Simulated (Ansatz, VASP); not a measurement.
This is a calculation of ScTaN for VASP 6.6.1. The cell comes from a database or a generator and needn't be the stable form of this composition.

Contents of INCAR:

```
SYSTEM = ScTaN
ALGO = Normal
EDIFF = 1E-7
ENCUT = 520
GGA = PS
ISIF = 2
ISMEAR = -1
KPAR = 2
LASPH = .True.
LCHARG = .False.
LREAL = .False.
LWAVE = .False.
NBANDS = 36
NELM = 60
PREC = Accurate
SIGMA = 0.05
```

The input KPOINTS:

```
k-points
0
Gamma
  10 10 3
  0 0 0
```

POSCAR

```
ScTaN
1.0
    3.0850655424      0.0000000000      0.0000000000
   -1.5425327712      2.6717451321      0.0000000000
    0.0000000000      0.0000000000     10.3401360000
Ta Sc N
2 2 2
Direct
    0.3333333333      0.6666666667      0.2456310000
    0.6666666667      0.3333333333      0.7543690000
    0.0000000000      0.0000000000      0.0000000000
    0.0000000000      0.0000000000      0.5000000000
    0.3333333333      0.6666666667      0.6298410000
    0.6666666667      0.3333333333      0.3701590000
```

Potentials or basis: VASP PAW PBE potentials, release 64 (Ta_pv, Sc_sv, N).

Launch:

```bash
$ cat potpaw_PBE.64/Ta_pv/POTCAR potpaw_PBE.64/Sc_sv/POTCAR potpaw_PBE.64/N/POTCAR > POTCAR
$ mpirun -np 2 vasp_std > vasp.out
```

**Question.** Set up the same calculation for Ansatz 0.2.0. Potentials or basis there: Ansatz PAW, cutoff 420 eV.

**Answer.** As run (cutoffs and basis follow the program's own potentials, and thresholds, step limits or extra output files can differ):

input.yaml

```yaml
crystal:
  lattice:
    - [3.0850655424, 0.0, 0.0]
    - [-1.5425327712, 2.6717451321, 0.0]
    - [0.0, 0.0, 10.340136]
  atoms:
    - { symbol: Ta, position: [0.3333333333, 0.6666666667, 0.245631] }
    - { symbol: Ta, position: [0.6666666667, 0.3333333333, 0.754369] }
    - { symbol: Sc, position: [0.0, 0.0, 0.0] }
    - { symbol: Sc, position: [0.0, 0.0, 0.5] }
    - { symbol: "N", position: [0.3333333333, 0.6666666667, 0.629841] }
    - { symbol: "N", position: [0.6666666667, 0.3333333333, 0.370159] }
hamiltonian:
  xc: pbesol
  pseudopotentials: { kind: paw }
kpoints:
  mp_grid: { grid: [10, 10, 3] }
scf:
  occupations: { method: fermi_dirac, width: 0.05 }
output:
  forces: true
  stress: true
  eigenvalues: true
```

Potentials or basis: Ansatz PAW.

The run is started by

```sh
$ ansatz run input.yaml --threads 1 --pin off --max-ram 3584MiB --backend cpu --events-out ev --progress --plain --runs-dir out
```

Both were run:

|  | VASP | Ansatz |
| --- | --- | --- |
| Pressure | -6.2 GPa | -6.6 GPa |
| Largest force | 0.293 eV/Å | 0.330 eV/Å |

Ansatz's pressure holds a Pulay term of +0.25 GPa for its cutoff of 420 eV, which the other run lacks.

The potentials hold 54 and 58 valence electrons a cell.

VASP's potentials were made for PBE. Ansatz's potentials were made for PBE.

Where Ansatz's input types no cutoff or centring, it takes its own default and a Γ-centred mesh.

Pressure is positive in compression.
